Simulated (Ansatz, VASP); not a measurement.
# C214N in two plane-wave programs, part 2 of 2

Aim: how closely do two programs agree when they are given the same cell, functional and k mesh? The cell is taken from a series of runs on this material, whose earlier steps may have relaxed, scaled, displaced or heated it; both programs get it as it stands.

VASP 6.6.1 and Ansatz 0.2.0.

So far: Starting point; Ansatz: single point, PBE.

## 3. VASP: single point, PBE

Level of this step: PBE, spin-polarised from a ferromagnetic start; plane waves and PAW (C, N) (VASP).

The same cell, functional, mesh and smearing now go to VASP, with its own data sets.

Lines of VASP's logs that name or quote its potential files are left out, and so is its time.

Contents of INCAR:

```
SYSTEM = C214N
PREC = Accurate
ENCUT = 520
EDIFF = 1E-06
NELM = 200
ISMEAR = -1
SIGMA = 0.01
LREAL = Auto
ALGO = Normal
GGA = PE
NELECT = 862
NBANDS = 581
ISPIN = 2
MAGMOM = 0 0 0 0 0 -0 -0 -0 0 0 0 0 0 -0 -0 0 0 0 0 0 0 -0 -0 -0 0 0 0 0 0 -0 0 -0 0 0 0 0 -0 -0 -0 -0 0 0 0 0.02 0 -0 -0 -0 0 0 0 0 0 -0 -0 -0 0 0 0.02 0 0 -0 -0 -0 0 0 0 0 -0 0 -0 -0 0 0 0 0 0 0 -0 -0 0 0 0 0 -0 -0 -0 -0 0 0 0 0.02 0 -0 -0 -0 0 0 0 0 -0 -0 -0 -0 0.24 0.24 0.24 -0.01 -0.01 -0.01 0.01 0 0 0.01 -0 -0 -0 -0 0 0 0.02 0 0 -0 -0 -0 0.01 0 0.01 0 -0 -0 -0 -0 0.02 0 0 0 0 0 -0 -0 0 0 0 0 0 -0 -0 -0 0 0.02 0 0 0 -0 -0 -0 0 0 0 0 -0 -0 0 -0 0 0.02 0 0 0 -0 -0 -0 0.01 0.01 0 0 -0 -0 -0 -0 0.02 0 0 0 0 -0 0 -0 0 0 0 0 -0 -0 -0 0 0.02 0 0 0 0 -0 -0 0 0 0 0 0 -0 -0 -0 -0 -0
LORBIT = 11
LWAVE = .FALSE.
LCHARG = .FALSE.
ISIF = 2
NUPDOWN = 2
LASPH = .TRUE.
GGA_COMPAT = .FALSE.
```

Contents of POSCAR:

```
C214N
1.0
   10.7146870143      0.0000000000      0.0000000000
    0.0000000000     10.7146870143      0.0000000000
    0.0000000000      0.0000000000     10.7146870143
C N
214 1
Direct
    0.0001017088      0.9998229162      0.9999118875
    0.9998439127      0.1663833354      0.1664721528
[... 3 atom lines left out ...]
    0.0829974013      0.2495899435      0.2496788441
    0.2498686259      0.0827173528      0.2496781387
    0.2498685288      0.2495893292      0.0828069602
[... 3 atom lines left out ...]
    0.1659821801      0.1657012806      0.3329123137
[... 1 atom line left out ...]
    0.0844420707      0.2501738074      0.5824876391
    0.2504521970      0.0841619277      0.5824878773
    0.2507937774      0.2505175421      0.4134140826
[... 10 atom lines left out ...]
    0.1659827583      0.3328237741      0.1657917624
[... 2 atom lines left out ...]
    0.0844423221      0.5823983973      0.2502628935
    0.2507964510      0.4133240043      0.2506085954
    0.2504526320      0.5823985467      0.0842520185
[... 2 atom lines left out ...]
    0.1683021948      0.3341469723      0.4987048821
    0.1683022923      0.4986160569      0.3342357597
    0.0839344379      0.4165326397      0.4166211583
[... 1 atom line left out ...]
    0.2513677127      0.4179252956      0.5824183965
    0.2513669844      0.5823301524      0.4180144500
[... 33 atom lines left out ...]
    0.3331023622      0.1657001927      0.1657897148
[... 3 atom lines left out ...]
    0.4136037605      0.2505126283      0.2506011647
    0.5826773508      0.0841622739      0.2502629764
    0.5826772683      0.2501740373      0.0842510666
[... 1 atom line left out ...]
    0.3344236263      0.1680215592      0.4987046055
[... 1 atom line left out ...]
    0.4988928368      0.1680224820      0.3342352569
    0.4168093273      0.0836558261      0.4166205722
    0.4182022338      0.2510896973      0.5824172489
[... 1 atom line left out ...]
    0.5826047077      0.2510907430      0.4180131700
[... 9 atom lines left out ...]
    0.3344250247      0.4986159059      0.1681122385
    0.4988930076      0.3341461049      0.1681114454
[... 1 atom line left out ...]
    0.4168096854      0.4165322075      0.0837451164
    0.4182026566      0.5823280097      0.2511794030
    0.5826065434      0.4179253209      0.2511776269
[... 1 atom line left out ...]
    0.3271413084      0.5069735899      0.5070623214
    0.5072504851      0.3268643321      0.5070623749
    0.5072504671      0.5069715453      0.3269541624
    0.4160531090      0.5826998965      0.5827886130
    0.5829779010      0.4157743848      0.5827886142
    0.5829791724      0.5827000876      0.4158626348
    0.3340564574      0.3337784543      0.6658522557
[... 2 atom lines left out ...]
    0.4999209393      0.4996424493      0.6660991909
    0.4169406129      0.4166622083      0.7495469541
[... 11 atom lines left out ...]
    0.3340568364      0.6657630101      0.3338675195
[... 1 atom line left out ...]
    0.4999214410      0.6660105053      0.4997310722
[... 1 atom line left out ...]
    0.4169408901      0.7494579059      0.4167509438
[... 43 atom lines left out ...]
    0.6660402867      0.3337783323      0.3338668662
    0.6662890206      0.4996427241      0.4997313194
[... 38 atom lines left out ...]
    0.3271354422      0.3268526050      0.3269428003
```

Contents of KPOINTS:

```
Automatic mesh
0
Gamma
1 1 1
0 0 0
```

The projector-augmented-wave data sets are C and N (PBE family, release 64).

On the command line:

```console
> export OMP_NUM_THREADS=3
> mpirun -np 1 vasp_gam
```

What it wrote:

```text
[banner, memory and clock lines left out]
running    1 mpi-ranks, on    1 nodes
[...]
Offloading initialized ...    1 GPUs detected
[...]
LDA part: xc-table for (Slater+PW92), standard interpolation
 POSCAR, INCAR and KPOINTS ok, starting setup
[...]
entering main loop
       N       E                     dE             d eps       ncg     rms          rms(c)
DAV:   1     0.618296794684E+04    0.61830E+04   -0.52519E+05  2324   0.155E+03
DAV:   2    -0.140740237162E+04   -0.75904E+04   -0.71116E+04  3062   0.353E+02
DAV:   3    -0.199026515164E+04   -0.58286E+03   -0.57629E+03  2928   0.930E+01
DAV:   4    -0.200396040092E+04   -0.13695E+02   -0.13628E+02  2896   0.156E+01
DAV:   5    -0.200433531245E+04   -0.37491E+00   -0.37412E+00  2904   0.239E+00BRMIX: very serious problems
 the old and the new charge density differ
 old charge density:   861.00000 new  862.00000
    0.577E+01
DAV:   6    -0.195228758168E+04    0.52048E+02   -0.38658E+01  2768   0.778E+00    0.343E+01
DAV:   7    -0.193504876865E+04    0.17239E+02   -0.46549E+01  2688   0.857E+00    0.808E+00
DAV:   8    -0.193535249406E+04   -0.30373E+00   -0.20717E+00  2904   0.187E+00    0.431E+00
DAV:   9    -0.193534300468E+04    0.94894E-02   -0.24461E-01  2856   0.833E-01    0.956E-01
[...]
DAV:  14    -0.193534283794E+04   -0.94519E-04   -0.77720E-05  2856   0.154E-02    0.164E-02
DAV:  15    -0.193534284779E+04   -0.98511E-05   -0.15598E-05  2832   0.616E-03    0.706E-03
DAV:  16    -0.193534284793E+04   -0.13071E-06   -0.21726E-06  2032   0.242E-03
   1 F= -.19353428E+04 E0= -.19353428E+04  d E =-.610439E-13  mag=     2.0000
```

Parts of OUTCAR (step 3):

```text
 magnetization (x)
# of ion       s       p       d       tot
------------------------------------------
    1        0.000   0.000   0.000   0.000
    2        0.000  -0.000   0.000   0.000
    3        0.000  -0.000   0.000   0.000
    4        0.000  -0.000   0.000   0.000
    5       -0.000   0.000   0.000   0.000
    6       -0.000  -0.000   0.000  -0.000
[...]
213       -0.000  -0.000   0.000  -0.000
  214       -0.000  -0.000   0.000  -0.000
  215       -0.001   0.001   0.000  -0.001
--------------------------------------------------
tot          0.151   1.098   0.000   1.248
```

The run ends at a pressure of 2.79 GPa, with forces up to 0.64 eV/Å.

## 4. Comparison

Known differences besides the potentials themselves: VASP starts from the moments at which Ansatz ended; the cutoff is 420 eV in Ansatz and 520 eV in VASP (PREC = Accurate, projectors in real space); site moments are counted in spheres of each program's own size. Total energies have different zeros and are not compared.

Both answers:

| quantity | Ansatz | VASP | difference |
| --- | --- | --- | --- |
| total moment, fixed by the input (μB) | 2.00 | 2.00 | 0.00 |
| moment on C105 (μB) | 0.24 | 0.32 | -0.08 |
| moment on C106 (μB) | 0.24 | 0.32 | -0.08 |
| moment on C107 (μB) | 0.24 | 0.32 | -0.08 |

Forces on 7 of the 215 atoms, those with the largest forces and the largest differences (eV/Å; atoms numbered as in POSCAR):

| atom | Ansatz x, y, z | VASP x, y, z |
| --- | --- | --- |
| C16 | -0.012, -0.012, -0.207 | -0.009, -0.009, -0.182 |
| C31 | -0.012, -0.207, -0.012 | -0.009, -0.182, -0.009 |
| C78 | -0.207, -0.012, -0.012 | -0.182, -0.009, -0.009 |
| C105 | 0.612, -0.083, -0.083 | 0.627, -0.101, -0.101 |
| C106 | -0.083, 0.612, -0.083 | -0.101, 0.627, -0.101 |
| C107 | -0.083, -0.083, 0.612 | -0.101, -0.101, 0.627 |
| N215 | -0.201, -0.201, -0.201 | -0.203, -0.203, -0.203 |

The forces differ by 4.3 meV/Å r.m.s., which is 8.2 % of the r.m.s. force of 0.053 eV/Å (both taken over all components). The cell carries a charge of -1 e against a uniform background, so its pressure also hangs on how the neutralising background is counted, and in a defect's cell a gap may be the spacing between its levels.

## 5. What came out

```json
{
  "r.m.s. force difference (single point, PBE)": "4.3 meV/Å"
}
```

**Reading.** The r.m.s. force difference is 4.3 meV/Å (single point, PBE), within the 12 meV/Å picked in this series as the mark of a large difference. How closely two codes agree says nothing of how well the functional describes the real material.

[Lines on the potential files, build, host, timing and source positions are cut from VASP's logs without a mark.]

[Logs are printed without paths, hosts, clocks, repeated set-up lines and the standing remarks that a program may print on its own settings, such as how far it seeks lower states.]

[Hosts, paths, dates, database ids (printed as entryN), source tags and the programs' standing remarks are cut or masked in the printed files.]
